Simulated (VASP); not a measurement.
Given:

```
CELL_PARAMETERS angstrom
      0.00000     2.01500     2.01500
      2.01500     0.00000     2.01500
      2.01500     2.01500     0.00000
ATOMIC_POSITIONS crystal
  Li 0.00000 0.00000 0.00000
  F  0.50000 0.50000 0.50000
```

Level of theory: PBE GGA, VASP's PBE PAW potentials (set 64) (plane waves; VASP 6.6.1). Numerical set-up: 400 eV cut-off, 7×7×7 Γ-centred mesh, Fermi-Dirac smearing of 0.010 eV, potentials Li_sv F.

At this cut-off the stress carries a Pulay error, which pulls relaxed volumes low.

### Question
What does the run give for the energy per atom (σ→0), pressure, band gap (on the k-mesh) with the smallest direct gap where there is one?

### Answer

| Quantity | Value |
|---|---|
| band gap (on the k-mesh) | 9.31 eV |
| smallest direct gap (on the k-mesh) | 9.31 eV |
| energy per atom (σ→0) | -4.855 eV/atom |
| pressure | -108.4 kbar |

Only differences to runs with the same potentials and settings are physical.

The structure is a typed LiF crystal (Fm-3m). The cell was not relaxed at this level.
